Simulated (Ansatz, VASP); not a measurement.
**Cross-check of MgS (MgS (F-43m)) between VASP and Ansatz**

Wanted: the spread between two codes on one cell, functional and k mesh. The cell is generated by rule, not measured, and may not be a known phase. The cell is taken from a series of runs on this material, whose earlier steps may have relaxed, scaled, displaced or heated it; both programs get it as it stands.

Calculated with Ansatz 0.2.0; plane waves, with VASP 6.6.1 beside it; relaxation of cell and atoms at PBEsol.

The structure was built from a prototype and need not be the compound's stable phase.

### 1. The starting structure

It takes space group F-43m (No. 216, cubic). The conventional cell has a = 5.652 Å, b = 5.652 Å, c = 5.652 Å, α = 90.00°, β = 90.00°, γ = 90.00°. Mg has 4 S at 2.45 Å nearest. Nearest to S lie 4 Mg at 2.45 Å. Farther neighbours and most contacts between anions are not listed.

Coordinates:

```cif
data_structure
_symmetry_space_group_name_H-M 'P 1'
_symmetry_Int_Tables_number 1
_cell_length_a 3.9962
_cell_length_b 3.9962
_cell_length_c 3.9962
_cell_angle_alpha 60.000
_cell_angle_beta 60.000
_cell_angle_gamma 60.000
_cell_volume 45.13
loop_
_atom_site_label
_atom_site_type_symbol
_atom_site_fract_x
_atom_site_fract_y
_atom_site_fract_z
_atom_site_occupancy
Mg1 Mg 0.00000 0.00000 0.00000 1
S2 S 0.25000 0.25000 0.25000 1
```

### 2. VASP: relaxation of cell and atoms, PBEsol

The relaxed volume is the usual yardstick between codes: in a stiff, nearly cubic crystal its relative difference is about their pressure difference at one cell divided by the bulk modulus.

Lines of VASP's logs that name or quote its potential files are left out, and so is its time.

Input file INCAR:

```
SYSTEM = MgS
PREC = Accurate
ENCUT = 600
EDIFF = 1E-07
NELM = 120
ISMEAR = 0
SIGMA = 0.01
LREAL = .FALSE.
ALGO = Normal
GGA = PS
NBANDS = 10
LORBIT = 11
LWAVE = .FALSE.
LCHARG = .FALSE.
ISIF = 3
IBRION = 2
NSW = 80
EDIFFG = -0.005
LASPH = .TRUE.
GGA_COMPAT = .FALSE.
NELMIN = 4
EFERMI = MIDGAP
```

Input file POSCAR:

```
MgS
1.0
    0.0000000000      2.8257660000      2.8257660000
    2.8257660000      0.0000000000      2.8257660000
    2.8257660000      2.8257660000      0.0000000000
Mg S
1 1
Direct
    0.0000000000      0.0000000000      0.0000000000
    0.2500000000      0.2500000000      0.2500000000
```

Input file KPOINTS:

```
Automatic mesh
0
Gamma
9 9 9
0 0 0
```

PAW data sets: Mg and S (PBE family, release 64).

Started as:

```
$ mpirun -np 1 vasp_std
```

Numbers of over 12 decimals in the logs are rounded to 6 here.

Output:

```text
[banner, memory and clock lines left out]
running    1 mpi-ranks, on    1 nodes
 distrk:  each k-point on    1 cores,    1 groups
 distr:  one band on    1 cores,    1 groups

 POSCAR found type information on POSCAR MgS
 POSCAR found :  2 types and       2 ions
|                                                                             |
|               ----> ADVICE to this user running VASP <----                  |
|                                                                             |
|     You enforced a specific xc type in the INCAR file but a different       |
|     [... a line on the potential file left out ...]
|     I HOPE YOU KNOW WHAT YOU ARE DOING!                                     |
|                                                                             |

 LDA part: xc-table for (Slater+PW92), standard interpolation
 POSCAR, INCAR and KPOINTS ok, starting setup
 FFT: planning ... GRIDC
 FFT: planning ... GRID_SOFT
 FFT: planning ... GRID
 WAVECAR not read
 entering main loop
       N       E                     dE             d eps       ncg     rms          rms(c)
DAV:   1     0.265342915204E+02    0.26534E+02   -0.37230E+03   716   0.715E+02
DAV:   2    -0.730971439438E+01   -0.33844E+02   -0.32705E+02   886   0.107E+02
DAV:   3    -0.938392821588E+01   -0.20742E+01   -0.20714E+01   842   0.297E+01
DAV:   4    -0.940138294360E+01   -0.17455E-01   -0.17453E-01   854   0.326E+00
DAV:   5    -0.940156239001E+01   -0.17945E-03   -0.17944E-03   856   0.315E-01    0.374E+00
DAV:   6    -0.895635304300E+01    0.44521E+00   -0.11410E+00   776   0.422E+00    0.274E+00
DAV:   7    -0.891686806109E+01    0.39485E-01   -0.23391E-01   834   0.207E+00    0.205E+00
DAV:   8    -0.891867203653E+01   -0.18040E-02   -0.14617E-02   776   0.804E-01    0.103E+00
DAV:   9    -0.891800673224E+01    0.66530E-03   -0.16902E-03   778   0.226E-01    0.361E-01
DAV:  10    -0.891808242156E+01   -0.75689E-04   -0.25607E-04   768   0.823E-02    0.291E-02
DAV:  11    -0.891809444228E+01   -0.12021E-04   -0.11892E-05   792   0.196E-02    0.504E-02
DAV:  12    -0.891809386349E+01    0.57880E-06   -0.15200E-06   820   0.588E-03    0.444E-03
DAV:  13    -0.891809378435E+01    0.79140E-07   -0.13005E-07   594   0.182E-03
   1 F= -.89180938E+01 E0= -.89180938E+01  d E =-.891809E+01
 curvature:   0.00 expect dE= 0.000E+00 dE for cont linesearch  0.000E+00
 trial: gam= 0.00000 g(F)=  0.211E-49 g(S)=  0.185E-04 ort = 0.000E+00 (trialstep = 0.100E+01)
 search vector abs. value=  0.185E-04
 bond charge predicted
       N       E                     dE             d eps       ncg     rms          rms(c)
DAV:   1    -0.891814349932E+01   -0.49636E-04   -0.78329E-04   714   0.147E-01    0.457E-02
DAV:   2    -0.891810506243E+01    0.38437E-04   -0.10944E-04   742   0.451E-02    0.150E-02
DAV:   3    -0.891810193186E+01    0.31306E-05   -0.21138E-05   778   0.217E-02    0.114E-02
DAV:   4    -0.891810200872E+01   -0.76855E-07   -0.15327E-07   658   0.283E-03
   2 F= -.89181020E+01 E0= -.89181020E+01  d E =-.822437E-05
 trial-energy change:   -0.000008  1 .order   -0.000008   -0.000019    0.000003
 step:   0.8729(harm=  0.8729)  dis= 0.00000  next Energy=    -8.918102 (dE=-0.809E-05)
 reached required accuracy - stopping structural energy minimisation
```

OUTCAR, selected parts (step 2):

```text
ion  position               nearest neighbor table
   1  0.000  0.000  0.000-   2 2.45   2 2.45   2 2.45   2 2.45
   2  0.250  0.250  0.250-   1 2.45   1 2.45   1 2.45   1 2.45

  LATTYP: Found a face centered cubic cell.
 ALAT       =     5.6515320000

 Subroutine GETGRP returns: Found 24 space group operations
 (whereof 24 operations were pure point group operations)

The static configuration has the point symmetry T_d .

 Found     35 irreducible k-points:

   k-points           NKPTS =     35   k-points in BZ     NKDIM =     35   number of bands    NBANDS=     10

   dimension x,y,z NGX =    32 NGY =   32 NGZ =   32
   dimension x,y,z NGXF=    64 NGYF=   64 NGZF=   64

   ENCUT  =  600.0 eV  44.10 Ry    6.64 a.u.   7.98  7.98  7.98*2*pi/ulx,y,z

   NELECT =       8.0000    total number of electrons

 k-points in reciprocal lattice and weights: Automatic mesh
   0.00000000  0.00000000  0.00000000       0.001
   0.11111111  0.00000000  0.00000000       0.011
   0.22222222  0.00000000  0.00000000       0.011
   0.33333333  0.00000000  0.00000000       0.011
   0.44444444  0.00000000  0.00000000       0.011
   0.11111111  0.11111111  0.00000000       0.008
   0.22222222  0.11111111  0.00000000       0.033
   0.33333333  0.11111111  0.00000000       0.033
   0.44444444  0.11111111  0.00000000       0.033
[...]
-0.33333333  0.44444444  0.11111111       0.033
  -0.33333333  0.44444444  0.22222222       0.033

 average (electrostatic) potential at core
       1 -38.2226       2 -88.1465

 E-fermi :   2.7067

 k-point     1 :       0.0000    0.0000    0.0000
  band No.  band energies     occupation
      1     -10.2488      2.00000
      2       1.0423      2.00000
      3       1.0423      2.00000
      4       1.0423      2.00000
      5       4.3711      0.00000
      6       8.9322      0.00000
      7       8.9322      0.00000
      8       8.9322      0.00000
      9      11.8400      0.00000
    ...

 k-point     2 :       0.1111    0.0000    0.0000
  band No.  band energies     occupation
      1     -10.1773      2.00000
      2       0.4623      2.00000
      3       0.9987      2.00000
      4       0.9987      2.00000
      5       4.9326      0.00000
      6       8.7673      0.00000
      7       9.0811      0.00000
      8       9.0811      0.00000
      9      11.4238      0.00000
    ...

 k-point     3 :       0.2222    0.0000    0.0000
  band No.  band energies     occupation
      1      -9.9854      2.00000
      2      -0.6007      2.00000
      3       0.8945      2.00000
      4       0.8945      2.00000
      5       5.7766      0.00000
      6       8.6905      0.00000
      7       9.1878      0.00000
      8       9.1878      0.00000
      9      11.2693      0.00000
    ...

  Total        0.0023298      0.0023298      0.0023298     -0.0000000     -0.0000000      0.0000000
  in kB        0.0828127      0.0828127      0.0828127     -0.0000000     -0.0000000      0.0000000
  external PRESSURE =       0.0828127 kB  Pullay stress =       0.0000000 kB

  energy-cutoff  :      600.00
  volume of cell :       45.07
      direct lattice vectors                 reciprocal lattice vectors
     0.000000000  2.824674988  2.824674988    -0.177011515  0.177011515  0.177011515
     2.824674988  0.000000000  2.824674988     0.177011515 -0.177011515  0.177011515
     2.824674988  2.824674988  0.000000000     0.177011515  0.177011515 -0.177011515

 POSITION                                       TOTAL-FORCE (eV/Angst)
 -----------------------------------------------------------------------------------
      0.00000      0.00000      0.00000         0.000000      0.000000      0.000000
      1.41234      1.41234      1.41234        -0.000000     -0.000000     -0.000000
 -----------------------------------------------------------------------------------
    total drift:                               -0.000000     -0.000000     -0.000000

  FREE ENERGIE OF THE ION-ELECTRON SYSTEM (eV)
  ---------------------------------------------------
  free  energy   TOTEN  =        -8.9181020087 eV

  energy  without entropy=       -8.9181020087  energy(sigma->0) =       -8.91810201

 reached required accuracy - stopping structural energy minimisation

 total charge
# of ion       s       p       d       tot
------------------------------------------
    1        0.165   0.147   0.039   0.352
    2        1.305   2.485   0.000   3.790
--------------------------------------------------
tot          1.470   2.633   0.039   4.142

[... 3 further parts left out ...]
```

### 3. Ansatz: relaxation of cell and atoms, PBEsol

Ansatz runs on its default PAW (the set named soft_2) files.

The same cell, functional and mesh now go to Ansatz.

Input file input.yaml:

```yaml
crystal:
  lattice:
    - [0.0, 2.8257662, 2.8257662]
    - [2.8257662, 0.0, 2.8257662]
    - [2.8257662, 2.8257662, 0.0]
  atoms:
    - { symbol: Mg, position: [0.0, 0.0, 0.0] }
    - { symbol: S, position: [0.25, 0.25, 0.25] }
basis:
  ecutwfc: 420
  xc_grid: 2
hamiltonian:
  xc: pbesol
kpoints:
  mp_grid: { grid: [9, 9, 9] }
scf:
  occupations: { method: fixed }
  max_iter: 100
relax:
  f_tol: 0.005
  max_steps: 60
  cell: {}
output:
  forces: true
  stress: true
checkpoint:
  write: "../cell.run"
  compress: false
  write_wavefunctions: false
  write_every: 100000
```

Started as:

```
$ ansatz run input.yaml --threads 4 --pin off --max-ram 13189MiB --backend cpu --events-out ev --progress --plain --runs-dir out
```

Output:

```text
Engine: ansatz 0.2.0, aarch64-unknown-linux-gnu
Pseudopotentials: kind: paw
Pseudopotential: Mg, paw, valence charge 10, recommended cutoff 420 eV (normal), Mg.paw.azcp
Pseudopotential: S, paw, valence charge 6, recommended cutoff 420 eV (normal), S.paw.azcp
Functional definition: PBEsol
  exchange = pbesol_x
  correlation = pbesol_c
Crystal: 2 atoms, lattice volume = 45.127 Å³
Basis set: ecut = 420 eV, 893 PW (Γ), exchange–correlation on 54×54×54 points (8 copies of the dense FFT grid, shifted against one another)
Bands: 12, of which v1, the nominal top of the filled ones, is band 8 counted from 1 (7 counted from 0)
Symmetry: 24 space group operations
Space group: F-43m (ITA 216), of the structure as read, at distance tolerance 3.6e-5 Å
k-points: 35 of 729 (time reversal used)
Non-local potential: Mg, projectors of the file, l = 0: 3, l = 1: 2, l = 2: 1
Non-local potential: S, projectors of the file, l = 0: 2, l = 1: 2, l = 2: 2
PAW form: soft (Blöchl's): semilocal exchange-correlation on the pseudo side does not see the compensation charge
PAW frozen core: Mg, regenerated for the run's functional, and the local potential with it (the file was generated under x = pbe(κ = 0.804, μ = 0.219515), c = pbe(β = 0.066725))
PAW frozen core: S, regenerated for the run's functional, and the local potential with it (the file was generated under x = pbe(κ = 0.804, μ = 0.219515), c = pbe(β = 0.066725))
PAW one-centre angular grid: Mg, 110 points (default); XC on 64 Gauss nodes
PAW one-centre angular grid: S, 110 points (default); XC on 64 Gauss nodes
Initial density: superposition of atomic densities (neutral atoms: chi_scale 0, normalization atom), corrected by the library's trained network
Initial wavefunctions: pseudopotential atomic-orbital guess
Functional: x = pbesol(κ = 0.804, μ = 0.123457), c = pbesol(β = 0.046)
SCF iter   1: F=—  HF=-2799.765296 eV  |F-HF|=—  |Δ(HF+E_count)|=         —  Δρ=3.14e-3  dr2=7.26e-3  ethr=1.77e-3  ⟨swp⟩=5.3  Hψ=2294  notcnv=0  defer=66
preconditioner: auto → none  [insulator: Δε(μ)=3.276 eV  Ē_g=11.025 eV  n_scr=14 (ndim 8)  ℏωp=15.6 eV  f_vac=0.016  ε∞_Penn≈3.0]
SCF iter   2: F=—  HF=-2799.761998 eV  |F-HF|=—  |Δ(HF+E_count)|=   3.30e-3  Δρ=9.36e-4  dr2=2.51e-4  ethr=4.54e-5  ⟨swp⟩=2.1  Hψ=898  notcnv=0  defer=66
SCF iter   3: F=—  HF=-2799.761996 eV  |F-HF|=—  |Δ(HF+E_count)|=   2.15e-6  Δρ=3.19e-4  dr2=3.05e-5  ethr=1.57e-6  ⟨swp⟩=2.0  Hψ=728  notcnv=0  defer=66
SCF iter   4: F=—  HF=-2799.762013 eV  |F-HF|=—  |Δ(HF+E_count)|=   1.72e-5  Δρ=5.52e-5  dr2=7.86e-7  ethr=1.90e-7  ⟨swp⟩=1.9  Hψ=507  notcnv=0  defer=26
iter 5 did not close the SCF: its close was put off for the readings that it lacked (scf_convergence_deferred on its scf_iter line)
SCF iter   5: F=-2799.762014 eV  HF=-2799.762014 eV  |F-HF|=8.62e-9  |Δ(HF+E_count)|=   8.21e-7  Δρ=4.70e-6  dr2=6.93e-9  ethr=4.91e-9  ⟨swp⟩=2.1  Hψ=515  notcnv=0  defer=37
SCF iter   6: F=-2799.762014 eV  HF=-2799.762014 eV  |F-HF|=2.52e-10  |Δ(HF+E_count)|=   1.17e-8  Δρ=1.15e-6  dr2=7.28e-10  ethr=4.33e-11  ⟨swp⟩=2.0  Hψ=1392  notcnv=0
SCF 1 converged in 6 iterations: F = -2799.762014 eV  dr2 = 7.28e-10
  greatest PAW one-centre occupation: 1.000 electrons in one spin orbital (limit 2), on the Mg atom at site 0 (counted from 0), in its partial waves of l = 0
relax step   1: F+E_penalty+E_count = -2799.76201407 eV  Δ(F+E_penalty+E_count) = +0.000e0 eV  max|allowed force component| = 1.272e-16 eV/Å  Δτ_max = 0.0000 Å  P = +0.009 GPa  Ω = 45.127 Å³  (6 SCF iters, dr2 threshold 1.00e-7 eV, accepted)
Initial density: handed on by an earlier stage of this run
Initial wavefunctions: pseudopotential atomic-orbital guess (no wavefunctions were taken with the density)
iter 1 solved again at ethr=5.07e-6 eV; its pass at ethr=3.10e-3 eV (dr2=8.12e-4 eV) is discarded
SCF iter   1: F=—  HF=-2799.762007 eV  |F-HF|=—  |Δ(HF+E_count)|=         —  Δρ=3.49e-6  dr2=2.57e-9  ethr=5.07e-6  ⟨swp⟩=2.5  Hψ=3249  notcnv=0  defer=66
eigensolver tolerance schedule: the retry pair's looser diagonalisation over-reported the residual by 316074.17 of it (diagonalisation noise at an unbounded share of the residual, at the tolerance the schedule requests for it); recorded, not acted on — ethr = c·dr2/N_el stays at c = 1.0e-1
preconditioner: auto → none  [insulator: Δε(μ)=3.320 eV  Ē_g=11.063 eV  n_scr=14 (ndim 8)  ℏωp=15.6 eV  f_vac=0.015  ε∞_Penn≈3.0]
SCF iter   2: F=—  HF=-2799.762014 eV  |F-HF|=—  |Δ(HF+E_count)|=   7.22e-6  Δρ=2.05e-6  dr2=7.06e-10  ethr=1.60e-11  ⟨swp⟩=3.7  Hψ=1038  notcnv=0  defer=63
SCF iter   3: F=—  HF=-2799.762014 eV  |F-HF|=—  |Δ(HF+E_count)|=  2.55e-11  Δρ=1.31e-6  dr2=2.78e-10  ethr=4.41e-12  ⟨swp⟩=1.0  Hψ=420  notcnv=0  defer=63
SCF iter   4: F=-2799.762014 eV  HF=-2799.762014 eV  |F-HF|=3.64e-12  |Δ(HF+E_count)|=  1.11e-10  Δρ=1.84e-7  dr2=6.28e-12  ethr=1.00e-12  ⟨swp⟩=4.2  Hψ=1951  notcnv=0
SCF 2 converged in 4 iterations: F = -2799.762014 eV  dr2 = 6.28e-12
relax step   2: F+E_penalty+E_count = -2799.76201407 eV  Δ(F+E_penalty+E_count) = -2.747e-10 eV  max|allowed force component| = 1.272e-16 eV/Å  Δτ_max = 0.0000 Å  P = +0.009 GPa  Ω = 45.127 Å³  stress off target by 9.04e-3 GPa  SCF on the basis re-selected at this cell (its energy is not comparable with the rows above)  (4 SCF iters)
basis re-selected at this cell: Δ(F+E_penalty+E_count) = -2.747e-10 eV, ΔP = +0.000 GPa vs the last step (what re-selecting the basis moved, of the pressure what is left beyond the Pulay correction that the steps carried, after the strain that the cell walked since its last selection, with what the two solves' SCF thresholds leave and, on support functions, any second-order correction that the steps lacked; it is no  [...]
SCF converged after 4 iterations
Free energy (F): -2799.762014 eV
Harris-Foulkes:  -2799.762014 eV  (|F-HF|=3.64e-12)
Internal energy: -2799.762014 eV  (E = F + TS)
E sigma→0 (E₀):  -2799.762014 eV
Fermi energy:    3.111824 eV
--- Per-component energies (eV) ---
  E_band       = -368.444284
  E_kinetic    = 183.771915
  E_local      = -1880.879600  (includes V_loc(G=0)·N_el)
  E_nonlocal   = 124.448334
  E_hartree    = 680.669202
  E_xc         = -125.557215
  E_vxc        = -125.558834  (∫ρ·V_xc dr)
  E_paw        = -865.373179  (= ΣΔE_a)
  E_vpaw       = -31.564467  (= ΣTr[D̂ρ^β])
  E_aug_tail   = -0.000003  (compensation charges beyond the density's cutoff)
  E_ewald      = -916.962280
  E_core_change = 0.120812  (= ΣΔE_core)
  E_smearing   = -0.000000  (= −TS)
  E_closure    = 0.000000  (closes the sum)
  Σ components = -2799.762014   (vs F -2799.762014, Δ=0.00e0)
--- Forces (eV/Å), atoms counted from 1 ---
  atom   1  Mg     0.00000000    -0.00000000     0.00000000
  atom   2  S     -0.00000000     0.00000000    -0.00000000
  max |Σ_I F_I| component: 1.90e-16 eV/Å
--- Stress (GPa, compression-positive) ---
        0.009041       0.000000      -0.000000
        0.000000       0.009041       0.000000
       -0.000000       0.000000       0.009041
  P = ⅓ Tr σ = 0.0090 GPa (0.090 kbar)
--- Relaxed structure (1 steps of the walk, 1 accepted, 1 SCFs on fresh bases) ---
  F+E_penalty+E_count = -2799.76201407 eV   max|allowed force component| = 1.272e-16 eV/Å   (the final SCF, on the basis selected at the relaxed cell)
  cell:  # Å, volume = 45.1272 Å³
    - [0.0, 2.8257662, 2.8257662]
    - [2.8257662, 0.0, 2.8257662]
    - [2.8257662, 2.8257662, 0.0]
  atoms:
    - { symbol: Mg, position: [0.0, 0.0, 0.0] }
    - { symbol: S, position: [0.25, 0.25, 0.25] }
```

### 4. Comparison

Known differences besides the potentials themselves: fixed occupations in Ansatz, narrow Gaussian smearing in VASP; the data sets hold 16 valence electrons in Ansatz (on its default PAW (the set named soft_2) files) and 8 in VASP; the cutoff is 420 eV in Ansatz and 600 eV in VASP; Ansatz makes its cores anew for this functional, VASP keeps those of its PBE data sets; Ansatz adds a Pulay correction to the stress that steers its cell, VASP none. Total energies have different zeros and are not compared.

The two programs side by side:

```
                                         quantity  Ansatz   VASP  difference
                                      volume (Å³)   45.13  45.07     +0.12 %
edge a after relaxation, in the typed setting (Å)   3.996  3.995     +0.04 %
```

### 5. What came out

```
difference in volume (relaxation of cell and atoms, PBEsol) : 0.12 %
```

In words: The difference in volume is 0.12 % (relaxation of cell and atoms, PBEsol), within the 1.2 % picked in this series as the mark of a large difference, as far as the stopping tolerances let one tell. The data sets hold unlike numbers of valence electrons (16 in Ansatz and 8 in VASP), so part of the differences comes from the potentials. Such differences can come from data sets, numerical settings and the points named under the comparisons, not from the functional's error against experiment.

[Lines on the potential files, build, host, timing and source positions are cut from VASP's logs without a mark.]

[Logs are printed without paths, hosts, clocks, repeated set-up lines and the standing remarks that a program may print on its own settings, such as how far it seeks lower states.]

[Hosts, paths, dates, database ids (printed as entryN), source tags and the programs' standing remarks are cut or masked in the printed files.]
